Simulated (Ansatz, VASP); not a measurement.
**Ti3W5 (random alloy of the bcc W-Ti line, x = 0.375) in two plane-wave programs**

Wanted: the spread between two codes on one cell, functional and k mesh. The cell is taken from a series of runs on this material, whose earlier steps may have relaxed, scaled, displaced or heated it; both programs get it as it stands.

Method: plane waves, with VASP 6.6.1 beside it; single point at PBE, in Ansatz 0.2.0.

## 1. Set-up

The cell holds 64 atoms: 24 Ti and 40 W. Its edges and angles: a = 12.838 Å, b = 12.838 Å, c = 6.419 Å, α = 90.0°, β = 90.0°, γ = 90.0°. It derives from W (bcc W-Ti), repeated 4×4×2. Bcc W-Ti: 64 atoms, 24 of 64 W sites given to Ti at random, cell and internal coordinates interpolated linearly between the end members (Vegard's rule); (so at first; earlier steps may have moved the atoms), displaced by a Gaussian of 0.02 A. Lattice constants are starting values near those of PBE.

## 2. VASP: single point, PBE

A single point gives forces, pressure and levels at one fixed geometry, so differences don't come from the geometry; what else differs is listed under the comparison.

Lines of VASP's logs that name or quote its potential files are left out, and so is its time.

INCAR reads:

```
SYSTEM = Ti3W5
PREC = Accurate
ENCUT = 520
EDIFF = 1E-06
NELM = 120
ISMEAR = -1
SIGMA = 0.1
LREAL = Auto
ALGO = Normal
GGA = PE
NBANDS = 312
LASPH = .TRUE.
LORBIT = 11
LWAVE = .FALSE.
LCHARG = .FALSE.
ISIF = 2
GGA_COMPAT = .FALSE.
KPAR = 8
```

POSCAR reads:

```
Ti3W5
1.0
   12.8375000000      0.0000000000      0.0000000000
    0.0000000000     12.8375000000      0.0000000000
    0.0000000000      0.0000000000      6.4187500000
Ti W
24 40
Direct
    0.0025300000      0.9990500000      0.9983500000
    0.0027200000      0.9988100000      0.5009900000
    0.1246100000      0.1272800000      0.7435800000
    0.0000700000      0.2509100000      0.4965700000
    0.9982600000      0.7503700000      0.0051700000
    0.2501900000      0.0009600000      0.0009400000
    0.2496700000      0.0009100000      0.5026100000
    0.2517600000      0.2523700000      0.5068100000
    0.3728200000      0.3727500000      0.7484300000
    0.3718500000      0.6245200000      0.2525800000
    0.2503600000      0.5011900000      0.4993100000
    0.3746900000      0.6252900000      0.7512800000
    0.2518700000      0.7502900000      0.4988300000
    0.6260900000      0.1243000000      0.2538200000
    0.5005500000      0.2479600000      0.4998800000
    0.6224800000      0.3767500000      0.7512700000
    0.4999600000      0.4987900000      0.0039700000
    0.6263500000      0.6247200000      0.7481200000
    0.5012500000      0.7500700000      0.4994200000
    0.8759600000      0.1253600000      0.2521300000
    0.8732500000      0.3741900000      0.2468900000
    0.7503900000      0.2495400000      0.5015400000
    0.8764000000      0.6289400000      0.2492300000
    0.7500700000      0.4996500000      0.5041500000
    0.1233300000      0.1263500000      0.2428300000
    0.9995000000      0.2494000000      0.0035300000
    0.1232900000      0.3747300000      0.2472600000
    0.1267800000      0.3764000000      0.7515700000
    0.0014000000      0.4989300000      0.9996200000
    0.1235400000      0.6245800000      0.2516500000
    0.9989200000      0.4993800000      0.4978600000
    0.1236800000      0.6239500000      0.7499600000
    0.1261600000      0.8747000000      0.2472300000
    0.9988400000      0.7526400000      0.5001600000
    0.1240100000      0.8753000000      0.7565400000
    0.3744500000      0.1232200000      0.2489100000
    0.3764500000      0.1254400000      0.7527600000
    0.2488200000      0.2519500000      0.0016000000
    0.3745400000      0.3757600000      0.2497600000
    0.2502500000      0.5013700000      0.0009800000
    0.2503100000      0.7501900000      0.9979100000
    0.3755900000      0.8751900000      0.2535200000
    0.3740000000      0.8756600000      0.7502400000
    0.4994600000      0.0000700000      0.9980700000
    0.5006300000      0.0009200000      0.4965900000
    0.6252600000      0.1261500000      0.7470300000
    0.4995900000      0.2500500000      0.9957200000
    0.6254900000      0.3763200000      0.2473200000
    0.6280600000      0.6221100000      0.2538500000
    0.5025400000      0.5005300000      0.4962600000
    0.4980800000      0.7508600000      0.0024700000
    0.6240300000      0.8758100000      0.2464300000
    0.6248400000      0.8763500000      0.7523400000
    0.7508200000      0.0002100000      0.0002400000
    0.7495200000      0.9962100000      0.5032400000
    0.8784100000      0.1256900000      0.7496900000
    0.7497900000      0.2498100000      0.0000500000
    0.8747300000      0.3765400000      0.7506700000
    0.7534100000      0.4970500000      0.9979800000
    0.8745500000      0.6260600000      0.7490000000
    0.7480200000      0.7504900000      0.0015700000
    0.8770100000      0.8748300000      0.2480800000
    0.7508800000      0.7503800000      0.5008700000
    0.8748900000      0.8768100000      0.7511500000
```

KPOINTS reads:

```
Automatic mesh
0
Gamma
2 2 3
0 0 0
```

Potentials, in the order of the species: Ti_sv and W (PBE family, release 64).

The run is started by

```
mpirun -np 8 vasp_std
```

Numbers of over 12 decimals in the logs are rounded to 6 here.

The program printed:

```text
[banner, memory and clock lines left out]
running    8 mpi-ranks, on    1 nodes
[...]
|                                                                             |
|           W    W    AA    RRRRR   N    N  II  N    N   GGGG   !!!           |
|           W    W   A  A   R    R  NN   N  II  NN   N  G    G  !!!           |
|           W    W  A    A  R    R  N N  N  II  N N  N  G       !!!           |
|           W WW W  AAAAAA  RRRRR   N  N N  II  N  N N  G  GGG   !            |
|           WW  WW  A    A  R   R   N   NN  II  N   NN  G    G                |
|           W    W  A    A  R    R  N    N  II  N    N   GGGG   !!!           |
|                                                                             |
|     For optimal performance we recommend to set                             |
|       NCORE = 2 up to number-of-cores-per-socket                            |
|     NCORE specifies how many cores store one orbital (NPAR=cpu/NCORE).      |
|     This setting can greatly improve the performance of VASP for DFT.       |
|     The default, NCORE=1 might be grossly inefficient on modern             |
|     multi-core architectures or massively parallel machines. Do your        |
|     Unfortunately you need to use the default for GW and RPA                |
|     calculations (for HF NCORE is supported but not extensively tested      |
|     yet).                                                                   |
|                                                                             |

 LDA part: xc-table for (Slater+PW92), standard interpolation
 POSCAR, INCAR and KPOINTS ok, starting setup
[...]
entering main loop
       N       E                     dE             d eps       ncg     rms          rms(c)
DAV:   1     0.638345452929E+04    0.63835E+04   -0.24025E+05  4992   0.183E+03
DAV:   2     0.377518889795E+03   -0.60059E+04   -0.58425E+04  4992   0.574E+02
DAV:   3    -0.599972892099E+03   -0.97749E+03   -0.92849E+03  7632   0.191E+02
DAV:   4    -0.750598051783E+03   -0.15063E+03   -0.14520E+03  7488   0.652E+01
[...]
DAV:  28    -0.709797063655E+03    0.34337E-05   -0.41849E-05  6864   0.245E-02    0.121E-02
DAV:  29    -0.709797063033E+03    0.62262E-06   -0.14986E-05  6712   0.137E-02    0.751E-03
DAV:  30    -0.709797062075E+03    0.95762E-06   -0.44285E-06  4448   0.905E-03
   1 F= -.70979706E+03 E0= -.70855675E+03  d E =-.248063E+01
```

Parts of OUTCAR (step 2):

```text
  Total      -44.9551130    -44.4092505    -44.5883307      0.4900601     -0.0310366     -0.4903932
  in kB      -68.0892110    -67.2624453    -67.5336809      0.7422471     -0.0470082     -0.7427517
  external PRESSURE =     -67.6284457 kB  Pullay stress =       0.0000000 kB

 POSITION                                       TOTAL-FORCE (eV/Angst)
 -----------------------------------------------------------------------------------
      0.03248     12.82530      6.40816        -0.076670     -0.344604      0.033750
      0.03492     12.82222      3.21573        -0.000296     -0.130630     -0.133233
      1.59968      1.63396      4.77285        -0.101107      0.269962      0.679295
      0.00090      3.22106      3.18736         0.204946      0.077799      0.263054
     12.81516      9.63287      0.03318         0.491893      0.293099     -0.556583
      3.21181      0.01232      0.00603         0.083443     -0.207578      0.199295
      3.20514      0.01168      3.22613         0.007807     -0.455045     -0.351257
      3.23197      3.23980      3.25309        -0.209826     -0.211837     -0.935509
      4.78608      4.78518      4.80399         0.458873      0.507667      0.453506
      4.77362      8.01728      1.62125         0.432066      0.009842     -0.640724
      3.21400      6.43403      3.20495        -0.654184     -0.223910     -0.071963
      4.81008      8.02716      4.82228         0.175765     -0.040064      0.534909
      3.23338      9.63185      3.20187        -0.724530      0.655297      0.143542
      8.03743      1.59570      1.62921         0.189296     -0.212575     -0.647631
[...]
-----------------------------------------------------------------------------------
    total drift:                                0.096463      0.020096      0.035145

  FREE ENERGIE OF THE ION-ELECTRON SYSTEM (eV)
  ---------------------------------------------------
  free  energy   TOTEN  =      -709.7970620751 eV

  energy  without entropy=     -707.3164307000  energy(sigma->0) =     -708.55674639

[... 3 further parts left out ...]
[key lines of the parts left out:]
E-fermi :   7.3586
```

The run ends at a pressure of -6.76 GPa, with forces up to 1.2 eV/Å.

## 3. Ansatz: single point, PBE

Ansatz runs on its default PAW (the set named soft_2) files.

The same cell, functional, mesh and smearing now go to Ansatz, which takes its cutoff from its data sets.

input.yaml reads:

```yaml
crystal:
  lattice:
    - [12.8375, 0.0, 0.0]
    - [0.0, 12.8375, 0.0]
    - [0.0, 0.0, 6.41875]
  atoms:
    - { symbol: Ti, position: [0.00253, 0.99905, 0.99835] }
    - { symbol: W, position: [0.12333, 0.12635, 0.24283] }
    - { symbol: Ti, position: [0.00272, 0.99881, 0.50099] }
    - { symbol: Ti, position: [0.12461, 0.12728, 0.74358] }
    - { symbol: W, position: [0.9995, 0.2494, 0.00353] }
    - { symbol: W, position: [0.12329, 0.37473, 0.24726] }
    - { symbol: Ti, position: [7.0e-05, 0.25091, 0.49657] }
    - { symbol: W, position: [0.12678, 0.3764, 0.75157] }
    - { symbol: W, position: [0.0014, 0.49893, 0.99962] }
    - { symbol: W, position: [0.12354, 0.62458, 0.25165] }
    - { symbol: W, position: [0.99892, 0.49938, 0.49786] }
    - { symbol: W, position: [0.12368, 0.62395, 0.74996] }
    - { symbol: Ti, position: [0.99826, 0.75037, 0.00517] }
    - { symbol: W, position: [0.12616, 0.8747, 0.24723] }
    - { symbol: W, position: [0.99884, 0.75264, 0.50016] }
    - { symbol: W, position: [0.12401, 0.8753, 0.75654] }
    - { symbol: Ti, position: [0.25019, 0.00096, 0.00094] }
    - { symbol: W, position: [0.37445, 0.12322, 0.24891] }
    - { symbol: Ti, position: [0.24967, 0.00091, 0.50261] }
    - { symbol: W, position: [0.37645, 0.12544, 0.75276] }
    - { symbol: W, position: [0.24882, 0.25195, 0.0016] }
    - { symbol: W, position: [0.37454, 0.37576, 0.24976] }
    - { symbol: Ti, position: [0.25176, 0.25237, 0.50681] }
    - { symbol: Ti, position: [0.37282, 0.37275, 0.74843] }
    - { symbol: W, position: [0.25025, 0.50137, 0.00098] }
    - { symbol: Ti, position: [0.37185, 0.62452, 0.25258] }
    - { symbol: Ti, position: [0.25036, 0.50119, 0.49931] }
    - { symbol: Ti, position: [0.37469, 0.62529, 0.75128] }
    - { symbol: W, position: [0.25031, 0.75019, 0.99791] }
    - { symbol: W, position: [0.37559, 0.87519, 0.25352] }
    - { symbol: Ti, position: [0.25187, 0.75029, 0.49883] }
    - { symbol: W, position: [0.374, 0.87566, 0.75024] }
    - { symbol: W, position: [0.49946, 7.0e-05, 0.99807] }
    - { symbol: Ti, position: [0.62609, 0.1243, 0.25382] }
    - { symbol: W, position: [0.50063, 0.00092, 0.49659] }
    - { symbol: W, position: [0.62526, 0.12615, 0.74703] }
    - { symbol: W, position: [0.49959, 0.25005, 0.99572] }
    - { symbol: W, position: [0.62549, 0.37632, 0.24732] }
    - { symbol: Ti, position: [0.50055, 0.24796, 0.49988] }
    - { symbol: Ti, position: [0.62248, 0.37675, 0.75127] }
    - { symbol: Ti, position: [0.49996, 0.49879, 0.00397] }
    - { symbol: W, position: [0.62806, 0.62211, 0.25385] }
    - { symbol: W, position: [0.50254, 0.50053, 0.49626] }
    - { symbol: Ti, position: [0.62635, 0.62472, 0.74812] }
    - { symbol: W, position: [0.49808, 0.75086, 0.00247] }
    - { symbol: W, position: [0.62403, 0.87581, 0.24643] }
    - { symbol: Ti, position: [0.50125, 0.75007, 0.49942] }
    - { symbol: W, position: [0.62484, 0.87635, 0.75234] }
    - { symbol: W, position: [0.75082, 0.00021, 0.00024] }
    - { symbol: Ti, position: [0.87596, 0.12536, 0.25213] }
    - { symbol: W, position: [0.74952, 0.99621, 0.50324] }
    - { symbol: W, position: [0.87841, 0.12569, 0.74969] }
    - { symbol: W, position: [0.74979, 0.24981, 5.0e-05] }
    - { symbol: Ti, position: [0.87325, 0.37419, 0.24689] }
    - { symbol: Ti, position: [0.75039, 0.24954, 0.50154] }
    - { symbol: W, position: [0.87473, 0.37654, 0.75067] }
    - { symbol: W, position: [0.75341, 0.49705, 0.99798] }
    - { symbol: Ti, position: [0.8764, 0.62894, 0.24923] }
    - { symbol: Ti, position: [0.75007, 0.49965, 0.50415] }
    - { symbol: W, position: [0.87455, 0.62606, 0.749] }
    - { symbol: W, position: [0.74802, 0.75049, 0.00157] }
    - { symbol: W, position: [0.87701, 0.87483, 0.24808] }
    - { symbol: W, position: [0.75088, 0.75038, 0.50087] }
    - { symbol: W, position: [0.87489, 0.87681, 0.75115] }
kpoints:
  mp_grid: { grid: [2, 2, 3] }
hamiltonian:
  xc: pbe
scf:
  occupations: { method: fermi_dirac, width: 0.1 }
output:
  forces: true
```

The run is started by

```
ansatz run input.yaml --threads 4 --pin off --max-ram 15872MiB --backend cpu --events-out ev --progress --plain --runs-dir out
```

The program printed:

```text
Engine: ansatz 0.2.0, aarch64-unknown-linux-gnu
Pseudopotentials: kind: paw
Pseudopotential: Ti, paw, valence charge 12, recommended cutoff 420 eV (normal), Ti.paw.azcp
Pseudopotential: W, paw, valence charge 14, recommended cutoff 420 eV (normal), W.paw.azcp
Functional definition: PBE
  parameter kappa = 0.804
  parameter beta = 0.066725
  exchange = pbe_x(kappa = kappa, mu = beta*pi^2/3)
  correlation = pbe_c(beta = beta)
Crystal: 64 atoms, lattice volume = 1057.819 Å³
Basis set: ecut = 420 eV, 20621 PW (Γ), exchange–correlation on 180×180×90 points (8 copies of the dense FFT grid, shifted against one another)
Bands: 509, of which v1, the nominal top of the filled ones, is band 424 counted from 1 (423 counted from 0)
Symmetry: 1 space group operations
Space group: P1 (ITA 1), of the structure as read, at distance tolerance 1.0e-4 Å
k-points: 8 of 12 (time reversal used)
Non-local potential: Ti, projectors of the file, l = 0: 3, l = 1: 2, l = 2: 3, l = 3: 1
Non-local potential: W, projectors of the file, l = 0: 3, l = 1: 2, l = 2: 2, l = 3: 1
PAW form: soft (Blöchl's): semilocal exchange-correlation on the pseudo side does not see the compensation charge
PAW one-centre angular grid: Ti, 590 points (default); XC on 64 Gauss nodes
PAW one-centre angular grid: W, 590 points (default); XC on 64 Gauss nodes
Initial density: superposition of atomic densities (neutral atoms: chi_scale 0, normalization atom), corrected by the library's trained network
Initial wavefunctions: pseudopotential atomic-orbital guess
Functional: x = pbe(κ = 0.804, μ = 0.219515), c = pbe(β = 0.066725)
SCF iter   1: F=—  HF=-475386.585748 eV  |F-HF|=—  |Δ(HF+E_count)|=         —  Δρ=7.84e-3  dr2=2.53e0  ethr=1.77e-3  ⟨swp⟩=9.5  Hψ=22184  notcnv=0  defer=1
preconditioner: auto → Kerker (q_TF=auto, 2.630 Å⁻¹)  [metal: Δε(μ)=0.003 eV  Ē_g=3.983 eV  σ=0.100 eV  W_gap=0.01  n_scr=300 (ndim 8)  ℏωp=20.9 eV  f_vac=0.000  D(μ)=75.13/eV (n_scr^D=830)]
SCF iter   2: F=—  HF=-475386.442162 eV  |F-HF|=—  |Δ(HF+E_count)|=   1.44e-1  Δρ=3.69e-3  dr2=6.10e-1  ethr=2.98e-4  ⟨swp⟩=2.2  Hψ=5351  notcnv=0  defer=1
SCF iter   3: F=—  HF=-475386.398528 eV  |F-HF|=—  |Δ(HF+E_count)|=   4.36e-2  Δρ=5.98e-4  dr2=6.49e-3  ethr=7.19e-5  ⟨swp⟩=2.0  Hψ=4200  notcnv=0  defer=1
SCF iter   4: F=—  HF=-475386.397829 eV  |F-HF|=—  |Δ(HF+E_count)|=   6.99e-4  Δρ=1.39e-4  dr2=3.62e-4  ethr=7.65e-7  ⟨swp⟩=2.1  Hψ=5576  notcnv=0
SCF iter   5: F=—  HF=-475386.397805 eV  |F-HF|=—  |Δ(HF+E_count)|=   2.40e-5  Δρ=3.71e-5  dr2=1.88e-5  ethr=4.26e-8  ⟨swp⟩=2.0  Hψ=5565  notcnv=0
SCF iter   6: F=—  HF=-475386.397737 eV  |F-HF|=—  |Δ(HF+E_count)|=   6.81e-5  Δρ=1.04e-5  dr2=1.29e-6  ethr=2.21e-9  ⟨swp⟩=2.0  Hψ=5367  notcnv=0
SCF iter   7: F=—  HF=-475386.397736 eV  |F-HF|=—  |Δ(HF+E_count)|=   1.62e-7  Δρ=2.58e-6  dr2=1.17e-7  ethr=1.18e-11  ⟨swp⟩=4.1  Hψ=12475  notcnv=0
SCF iter   8: F=-475386.397736 eV  HF=-475386.397736 eV  |F-HF|=2.79e-9  |Δ(HF+E_count)|=   5.12e-9  Δρ=4.97e-7  dr2=3.57e-9  ethr=1.18e-11  ⟨swp⟩=3.0  Hψ=10471  notcnv=0
SCF 1 converged in 8 iterations: F = -475386.397736 eV  dr2 = 3.57e-9
  greatest PAW one-centre occupation: 1.000 electrons in one spin orbital (limit 2), on the W atom at site 42 (counted from 0), in its partial waves of l = 0
SCF converged after 8 iterations
Free energy (F): -475386.397736 eV
Harris-Foulkes:  -475386.397736 eV  (|F-HF|=2.79e-9)
Internal energy: -475383.915006 eV  (E = F + TS)
E sigma→0 (E₀):  -475385.156371 eV
Entropy (-TS):   -2.482730 eV (-38.793 meV/atom)
Fermi energy:    18.233865 eV
--- Per-component energies (eV) ---
  E_band       = -7571.546890
  E_kinetic    = 24480.876814
  E_local      = -44561.477803  (includes V_loc(G=0)·N_el)
  E_nonlocal   = 218.698359
  E_hartree    = 16917.292143
  E_xc         = -12995.343191
  E_vxc        = -12451.591517  (∫ρ·V_xc dr)
  E_paw        = -367636.787856  (= ΣΔE_a)
  E_vpaw       = -9092.635718  (= ΣTr[D̂ρ^β])
  E_aug_tail   = 0.000523  (compensation charges beyond the density's cutoff)
  E_ewald      = -91807.173995
  E_smearing   = -2.482730  (= −TS)
  E_closure    = 0.000000  (closes the sum)
  Σ components = -475386.397736   (vs F -475386.397736, Δ=0.00e0)
--- Forces (eV/Å), atoms counted from 1 ---
  atom   1  Ti    -0.08199679    -0.32523210     0.03647792
  atom   2  W      0.27966339     0.48622612    -0.00004571
  atom   3  Ti    -0.00147575    -0.10381090    -0.13558476
  atom   4  Ti    -0.10705308     0.25503783     0.65776335
  atom   5  W      0.28713111     0.12924169    -0.66334929
  atom   6  W     -0.01121899     0.41480040    -0.07181093
  atom   7  Ti     0.19325540     0.05474984     0.27083792
  atom   8  W     -0.33442123    -0.12077197     0.39919950
  atom   9  W      0.05620571     0.42981889    -0.32835590
  atom  10  W      0.06692830    -0.03895367    -0.26015567
  atom  11  W      0.45522925     0.09842203     0.34104900
  atom  12  W      0.05010216     0.00459104     0.16816800
  atom  13  Ti     0.48503195     0.28394065    -0.54644841
  atom  14  W     -0.00115296    -0.35425107     0.22188289
  atom  15  W      0.71033081     0.11045364     0.25479585
  atom  16  W      0.31763339    -0.46906057    -0.48872110
  atom  17  Ti     0.05850528    -0.21736396     0.17483976
  atom  18  W      0.74633830     0.41775590    -0.25711229
  atom  19  Ti     0.00521081    -0.45095511    -0.35919346
  atom  20  W     -0.11788834     0.27965483     0.12970856
  atom  21  W      0.21432653    -0.58277625     0.25154822
  atom  22  W      0.03766697     0.18115878    -0.43787471
  atom  23  Ti    -0.20480869    -0.21235201    -0.91440587
  atom  24  Ti     0.46697875     0.51883142     0.42391896
[...]
atom  57  W     -0.64735189     0.54405476     0.20339348
  atom  58  Ti    -0.19307555    -0.64891646    -0.02461697
  atom  59  Ti     0.16230922    -0.09183456    -0.10311643
  atom  60  W     -0.07852029     0.02792106     0.15593320
  atom  61  W      0.61575982     0.17098912    -0.22893096
  atom  62  W     -1.07852505    -0.16270712     0.35637841
  atom  63  W     -0.23826136     0.06272304    -0.05963686
  atom  64  W     -0.59670920    -0.27868092    -0.09739364
  max |Σ_I F_I| component: 1.79e-5 eV/Å
```

## 4. Comparison

Known differences besides the potentials themselves: the data sets hold 848 valence electrons in Ansatz (on its default PAW (the set named soft_2) files) and 528 in VASP; the cutoff is 420 eV in Ansatz and 520 eV in VASP (PREC = Accurate, projectors in real space). Total energies have different zeros and are not compared.

Forces on 10 of the 64 atoms, those with the largest forces and the largest differences (eV/Å; atoms numbered as in POSCAR):

```tsv
atom	Ansatz x, y, z	VASP x, y, z
Ti8	-0.205, -0.212, -0.914	-0.210, -0.212, -0.936
Ti13	-0.714, 0.626, 0.155	-0.725, 0.655, 0.144
W36	0.746, 0.418, -0.257	0.802, 0.395, -0.303
W41	-0.742, 0.639, 0.273	-0.789, 0.700, 0.258
W46	0.221, -0.419, 0.786	0.216, -0.463, 0.831
W49	-0.188, 0.818, -0.384	-0.168, 0.832, -0.377
W50	-0.002, -0.309, -0.588	0.047, -0.327, -0.680
W51	0.456, 0.282, 0.194	0.465, 0.384, 0.220
W55	0.575, 0.387, 0.037	0.558, 0.297, 0.100
W62	-1.079, -0.163, 0.356	-1.147, -0.200, 0.381
```

The forces differ by 36 meV/Å r.m.s., which is 9.5 % of the r.m.s. force of 0.379 eV/Å (both taken over all components).

## 5. What came out

```json
{
  "r.m.s. force difference (single point, PBE)": "9.5 % of the r.m.s. force"
}
```

What this shows: The r.m.s. force difference is 9.5 % of the r.m.s. force (single point, PBE), beyond the 3 % picked in this series as the mark of a large difference. The data sets hold unlike numbers of valence electrons (848 in Ansatz and 528 in VASP), so part of the differences comes from the potentials. What causes the difference of the single point, PBE pair stays open here. Such differences can come from data sets, numerical settings and the points named under the comparisons, not from the functional's error against experiment.

[Lines on the potential files, build, host, timing and source positions are cut from VASP's logs without a mark.]

[Logs are printed without paths, hosts, clocks, repeated set-up lines and the standing remarks that a program may print on its own settings, such as how far it seeks lower states.]

[Hosts, paths, dates, database ids (printed as entryN), source tags and the programs' standing remarks are cut or masked in the printed files.]
